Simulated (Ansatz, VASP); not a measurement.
**SnTe in two plane-wave programs**

Aim: how closely do two programs agree when they are given the same cell, functional and k mesh? The cell is taken from a series of runs on this material, whose earlier steps may have relaxed, scaled, displaced or heated it; both programs get it as it stands.

Method: plane waves, with VASP 6.6.1 beside it; zone-centre phonons at PBEsol, in Ansatz 0.2.0.

## Step 1: The starting structure

It takes space group Fm-3m (No. 225, cubic). The conventional cell has a = 6.412 Å, b = 6.412 Å, c = 6.412 Å, α = 90.00°, β = 90.00°, γ = 90.00°. Nearest to Sn lie 6 Te at 3.21 Å. Nearest to Te lie 6 Sn at 3.21 Å. Farther neighbours and most contacts between anions are not listed.

Coordinates:

```xyz
2
Lattice="0.0000 3.2058 3.2058 3.2058 0.0000 3.2058 3.2058 3.2058 0.0000" Properties=species:S:1:pos:R:3 pbc="T T T"
Sn    0.0000    0.0000    0.0000
Te    3.2058    3.2058    3.2058
```

## Step 2: VASP: zone-centre phonons, PBEsol

Second derivatives magnify differences that forces hide, and they need a tight electronic threshold.

Lines of VASP's logs that name or quote its potential files are left out, and so is its time.

Input file INCAR:

```
SYSTEM = SnTe
PREC = Accurate
ENCUT = 500
EDIFF = 1E-08
NELM = 120
ISMEAR = 0
SIGMA = 0.01
LREAL = .FALSE.
ALGO = Normal
GGA = PS
NBANDS = 16
LORBIT = 11
LWAVE = .FALSE.
LCHARG = .FALSE.
ISIF = 2
IBRION = 8
LASPH = .TRUE.
GGA_COMPAT = .FALSE.
KPAR = 2
```

Input file POSCAR:

```
SnTe
1.0
    0.0000000000      3.2057963340      3.2057963340
    3.2057963340      0.0000000000      3.2057963340
    3.2057963340      3.2057963340      0.0000000000
Sn Te
1 1
Direct
    0.0000000000      0.0000000000      0.0000000000
    0.5000000000      0.5000000000      0.5000000000
```

Input file KPOINTS:

```
Automatic mesh
0
Gamma
12 12 12
0 0 0
```

Potentials, in the order of the species: Sn_d and Te (PBE family, release 64).

Command:

```console
mpirun -np 2 vasp_std
```

Numbers of over 12 decimals in the logs are rounded to 6 here.

What it wrote:

```text
[banner, memory and clock lines left out]
running    2 mpi-ranks, on    1 nodes
 distrk:  each k-point on    1 cores,    2 groups
 distr:  one band on    1 cores,    1 groups

 POSCAR found type information on POSCAR SnTe
 POSCAR found :  2 types and       2 ions
|                                                                             |
|               ----> ADVICE to this user running VASP <----                  |
|                                                                             |
|     You enforced a specific xc type in the INCAR file but a different       |
|     [... a line on the potential file left out ...]
|     I HOPE YOU KNOW WHAT YOU ARE DOING!                                     |
|                                                                             |

 LDA part: xc-table for (Slater+PW92), standard interpolation
 POSCAR, INCAR and KPOINTS ok, starting setup
 FFT: planning ... GRIDC
 FFT: planning ... GRID_SOFT
 FFT: planning ... GRID
 WAVECAR not read
 entering main loop
       N       E                     dE             d eps       ncg     rms          rms(c)
DAV:   1     0.121821641865E+03    0.12182E+03   -0.94339E+03  2320   0.138E+03
DAV:   2     0.167306899069E+01   -0.12015E+03   -0.11750E+03  2552   0.344E+02
DAV:   3    -0.810833404788E+01   -0.97814E+01   -0.97600E+01  2912   0.872E+01
DAV:   4    -0.837063397050E+01   -0.26230E+00   -0.26226E+00  2792   0.156E+01
DAV:   5    -0.838247402179E+01   -0.11840E-01   -0.11840E-01  3400   0.305E+00    0.406E+00
DAV:   6    -0.831274556671E+01    0.69728E-01   -0.16593E-01  3144   0.303E+00    0.256E+00
DAV:   7    -0.831055285210E+01    0.21927E-02   -0.50193E-02  2992   0.129E+00    0.824E-01
DAV:   8    -0.831034098898E+01    0.21186E-03   -0.67580E-03  2960   0.687E-01    0.132E-01
DAV:   9    -0.831036581640E+01   -0.24827E-04   -0.76914E-04  3272   0.234E-01    0.328E-02
DAV:  10    -0.831035147188E+01    0.14345E-04   -0.86925E-05  3032   0.817E-02    0.227E-02
DAV:  11    -0.831035278593E+01   -0.13141E-05   -0.28751E-05  3048   0.403E-02    0.218E-02
DAV:  12    -0.831035261689E+01    0.16904E-06   -0.17597E-06  2696   0.848E-03    0.106E-02
DAV:  13    -0.831035244368E+01    0.17321E-06   -0.69934E-08  3200   0.177E-03    0.499E-03
DAV:  14    -0.831035239584E+01    0.47841E-07   -0.16006E-07  3096   0.392E-03    0.317E-04
DAV:  15    -0.831035238933E+01    0.65106E-08   -0.15450E-08  2120   0.706E-04
   1 F= -.83103524E+01 E0= -.83103401E+01  d E =-.245670E-04
 Linear response reoptimize wavefunctions to high precision
DAV:   1    -0.831035241146E+01   -0.22137E-07   -0.10450E-09  1856   0.398E-04
DAV:   2    -0.831035241141E+01    0.55024E-10   -0.13592E-10  1592   0.946E-05
 Linear response DOF=           2
 Linear response progress:
  Degree of freedom:   1/  2
       N       E                     dE             d eps       ncg     rms          rms(c)
RMM:   1    -0.215920606861E+00   -0.21592E+00    0.25786E-01  6329   0.102E+01
RMM:   2    -0.220937650550E+00   -0.50170E-02   -0.12237E-02  9175   0.864E-01    0.747E-02
RMM:   3    -0.220765707420E+00    0.17194E-03   -0.97674E-04 10134   0.245E-01    0.400E-02
RMM:   4    -0.220454710991E+00    0.31100E-03   -0.85512E-05 10093   0.738E-02    0.873E-03
RMM:   5    -0.220435177118E+00    0.19534E-04   -0.80095E-06 10398   0.227E-02    0.386E-03
RMM:   6    -0.220439266517E+00   -0.40894E-05   -0.12047E-06 10240   0.789E-03    0.144E-03
RMM:   7    -0.220440446786E+00   -0.11803E-05   -0.26315E-07 10522   0.302E-03    0.701E-04
RMM:   8    -0.220438151952E+00    0.22948E-05    0.22670E-07 10199   0.134E-03    0.103E-04
RMM:   9    -0.220438110513E+00    0.41440E-07    0.35963E-07 10942   0.589E-04    0.211E-04
RMM:  10    -0.220438049993E+00    0.60520E-07    0.31866E-07 10784   0.286E-04    0.186E-04
RMM:  11    -0.220438071262E+00   -0.21269E-07    0.23442E-07 11245   0.151E-04    0.310E-04
RMM:  12    -0.220437753260E+00    0.31800E-06    0.13301E-07  9907   0.106E-04    0.717E-05
RMM:  13    -0.220437661554E+00    0.91706E-07    0.68286E-08 10941   0.638E-05    0.129E-05
RMM:  14    -0.220437628615E+00    0.32939E-07    0.29825E-08 11057   0.410E-05    0.266E-06
RMM:  15    -0.220437562637E+00    0.65978E-07    0.17529E-08 10358   0.338E-05    0.138E-05
RMM:  16    -0.220437575103E+00   -0.12466E-07    0.60849E-09 10113   0.269E-05    0.187E-06
RMM:  17    -0.220437575550E+00   -0.44752E-09    0.38809E-09  7059   0.238E-05    0.454E-07
 first order change of Fermi-energy   0.11513E-03
 force on displaced ion       1 direction 1 :   0.296   0.000   0.000
 Linear response progress:
  Degree of freedom:   2/  2
       N       E                     dE             d eps       ncg     rms          rms(c)
RMM:   1    -0.472089444649E-01   -0.47209E-01    0.68642E-02 11086   0.829E-01
RMM:   2    -0.479060523346E-01   -0.69711E-03   -0.19587E-03  9820   0.207E-01    0.560E-02
RMM:   3    -0.480823722540E-01   -0.17632E-03   -0.14848E-04  9908   0.582E-02    0.450E-02
RMM:   4    -0.483416165030E-01   -0.25924E-03   -0.23381E-05  9812   0.298E-02    0.633E-03
RMM:   5    -0.483609837715E-01   -0.19367E-04   -0.10435E-06 10143   0.723E-03    0.306E-03
RMM:   6    -0.483577912750E-01    0.31925E-05   -0.10449E-07  9749   0.209E-03    0.585E-04
RMM:   7    -0.483572749363E-01    0.51634E-06   -0.33140E-08 10073   0.474E-04    0.135E-04
RMM:   8    -0.483571587486E-01    0.11619E-06    0.11377E-07 10104   0.165E-04    0.251E-05
RMM:   9    -0.483570674421E-01    0.91306E-07    0.38583E-07 10525   0.550E-05    0.168E-05
RMM:  10    -0.483571349234E-01   -0.67481E-07    0.15565E-07 10573   0.226E-05    0.325E-06
RMM:  11    -0.483571190328E-01    0.15891E-07    0.75759E-08  9803   0.150E-05    0.103E-06
RMM:  12    -0.483571207798E-01   -0.17470E-08    0.67733E-09  8328   0.113E-05    0.389E-07
 first order change of Fermi-energy   0.12076E-03
 force on displaced ion       2 direction 1 :   0.313   0.000   0.000
 Linear response finished
```

Parts of OUTCAR (step 2):

```text
ion  position               nearest neighbor table
   1  0.000  0.000  0.000-   2 3.21   2 3.21   2 3.21   2 3.21   2 3.21   2 3.21
   2  0.500  0.500  0.500-   1 3.21   1 3.21   1 3.21   1 3.21   1 3.21   1 3.21

  LATTYP: Found a face centered cubic cell.
 ALAT       =     6.4115926680

 Subroutine GETGRP returns: Found 48 space group operations
 (whereof 48 operations were pure point group operations)

The static configuration has the point symmetry O_h .

 Found     72 irreducible k-points:

   k-points           NKPTS =     72   k-points in BZ     NKDIM =     72   number of bands    NBANDS=     16

   dimension x,y,z NGX =    36 NGY =   36 NGZ =   36
   dimension x,y,z NGXF=    72 NGYF=   72 NGZF=   72

   ENCUT  =  500.0 eV  36.75 Ry    6.06 a.u.   8.27  8.27  8.27*2*pi/ulx,y,z

   NELECT =      20.0000    total number of electrons

 k-points in reciprocal lattice and weights: Automatic mesh
   0.00000000  0.00000000  0.00000000       0.001
   0.08333333  0.00000000  0.00000000       0.005
   0.16666667  0.00000000  0.00000000       0.005
   0.25000000  0.00000000  0.00000000       0.005
   0.33333333  0.00000000  0.00000000       0.005
   0.41666667  0.00000000  0.00000000       0.005
   0.50000000  0.00000000  0.00000000       0.002
   0.08333333  0.08333333  0.00000000       0.003
   0.16666667  0.08333333  0.00000000       0.014
[...]
-0.33333333  0.50000000  0.16666667       0.007
  -0.25000000  0.50000000  0.25000000       0.003

 average (electrostatic) potential at core
       1-101.0397       2 -88.2014

  Total       -0.9843278     -0.9843278     -0.9843278      0.0000000      0.0000000      0.0000000
  in kB      -23.9338505    -23.9338505    -23.9338505      0.0000000      0.0000000      0.0000000
  external PRESSURE =     -23.9338505 kB  Pullay stress =       0.0000000 kB

  energy-cutoff  :      500.00
  volume of cell :       65.89
      direct lattice vectors                 reciprocal lattice vectors
     0.000000000  3.205796334  3.205796334    -0.155967488  0.155967488  0.155967488
     3.205796334  0.000000000  3.205796334     0.155967488 -0.155967488  0.155967488
     3.205796334  3.205796334  0.000000000     0.155967488  0.155967488 -0.155967488

 POSITION                                       TOTAL-FORCE (eV/Angst)
 -----------------------------------------------------------------------------------
      0.00000      0.00000      0.00000        -0.000000      0.000000      0.000000
      3.20580      3.20580      3.20580         0.000000     -0.000000     -0.000000
 -----------------------------------------------------------------------------------
    total drift:                               -0.000000      0.000000      0.000000

 Eigenvectors and eigenvalues of the dynamical matrix
 ----------------------------------------------------

   1 f  =    0.015303 THz     0.096151 2PiTHz    0.510451 cm-1     0.063288 meV
             X         Y         Z           dx          dy          dz
      0.000000  0.000000  0.000000    -0.700099    0.034763   -0.067153
      3.205796  3.205796  3.205796    -0.705924    0.035052   -0.067712

   2 f  =    0.015303 THz     0.096151 2PiTHz    0.510451 cm-1     0.063288 meV
             X         Y         Z           dx          dy          dz
      0.000000  0.000000  0.000000    -0.036613    0.391322    0.584281
      3.205796  3.205796  3.205796    -0.036918    0.394577    0.589142

   3 f  =    0.015303 THz     0.096151 2PiTHz    0.510451 cm-1     0.063288 meV
             X         Y         Z           dx          dy          dz
      0.000000  0.000000  0.000000    -0.066163   -0.584394    0.387251
      3.205796  3.205796  3.205796    -0.066713   -0.589256    0.390473

   4 f/i=    1.100275 THz     6.913233 2PiTHz   36.701230 cm-1     4.550370 meV
             X         Y         Z           dx          dy          dz
      0.000000  0.000000  0.000000    -0.000000    0.710030   -0.000000
      3.205796  3.205796  3.205796     0.000000   -0.704171    0.000000

   5 f/i=    1.100275 THz     6.913233 2PiTHz   36.701230 cm-1     4.550370 meV
             X         Y         Z           dx          dy          dz
      0.000000  0.000000  0.000000     0.710030    0.000000    0.000000
      3.205796  3.205796  3.205796    -0.704171    0.000000    0.000000

   6 f/i=    1.100275 THz     6.913233 2PiTHz   36.701230 cm-1     4.550370 meV
             X         Y         Z           dx          dy          dz
      0.000000  0.000000  0.000000     0.000000   -0.000000   -0.710030
      3.205796  3.205796  3.205796     0.000000   -0.000000    0.704171

 ELASTIC MODULI CONTR FROM IONIC RELAXATION (kBar)
 Direction    XX          YY          ZZ          XY          YZ          ZX
 --------------------------------------------------------------------------------
 XX           0.0000      0.0000      0.0000      0.0000      0.0000      0.0000
 YY           0.0000      0.0000      0.0000      0.0000      0.0000      0.0000
 ZZ           0.0000      0.0000      0.0000      0.0000      0.0000      0.0000
 XY           0.0000      0.0000      0.0000      0.0000      0.0000      0.0000
 YZ           0.0000      0.0000      0.0000      0.0000      0.0000      0.0000
 ZX           0.0000      0.0000      0.0000      0.0000      0.0000      0.0000
 --------------------------------------------------------------------------------
```

[end of part 1 of 2]

[Lines on the potential files, build, host, timing and source positions are cut from VASP's logs without a mark.]

[Logs are printed without paths, hosts, clocks, repeated set-up lines and the standing remarks that a program may print on its own settings, such as how far it seeks lower states.]

[Hosts, paths, dates, database ids (printed as entryN), source tags and the programs' standing remarks are cut or masked in the printed files.]
